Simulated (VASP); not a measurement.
A run of VASP 6.6.1 is set up as follows.

The input INCAR:

```
SYSTEM = Mo
ALGO     = Fast           ! electronic algorithm
EDIFF    = 1E-7           ! SCF threshold, eV
EDIFFG   = -0.002         ! ionic threshold
ENCUT    = 700            ! plane-wave cutoff, eV
GGA      = PE             ! functional
IBRION   = 2              ! ionic algorithm
ISIF     = 3              ! what is computed and relaxed
ISMEAR   = 0              ! smearing method
LASPH    = .TRUE.         ! aspherical terms in the spheres
LCHARG   = .FALSE.        ! write CHGCAR
LREAL    = .FALSE.        ! projectors in reciprocal space
LWAVE    = .FALSE.        ! write WAVECAR
NELM     = 60             ! most SCF steps
NSW      = 80             ! ionic steps
PREC     = Accurate       ! precision mode
PSTRESS  = 450.0        
SIGMA    = 0.1            ! smearing width, eV
```

Contents of KPOINTS:

```
k-points
0
G
  18 18 18
  0 0 0
```

File POSCAR:

```
Mo
1.0
   -1.5734150000      1.5734150000      1.5734150000
    1.5734150000     -1.5734150000      1.5734150000
    1.5734150000      1.5734150000     -1.5734150000
Mo
1
Direct
    0.0000000000      0.0000000000      0.0000000000
```

Potentials or basis: VASP PAW PBE potentials, release 64 (Mo_sv).

Command:

```console
$ cat potpaw_PBE.64/Mo_sv/POTCAR > POTCAR
$ mpirun -np 1 vasp_std > vasp.out
```

(1) Predict the relaxed cell.

(2) What does it give for the space group after relaxing (to 0.05 Å)?

(3) What does it give for the relaxed volume?

(4) What does it give for the band gap on the k mesh?

Answers

(1) a = 2.622 Å, b = 2.622 Å, c = 2.622 Å, α = 109.47°, β = 109.47°, γ = 109.47°.

(2) Im-3m (No. 229).

(3) 13.88 Å³/atom.

(4) none (metal or under the smearing width).

Caveat: the cell is relaxed towards a set pressure, so the enthalpy falls and the energy may rise.
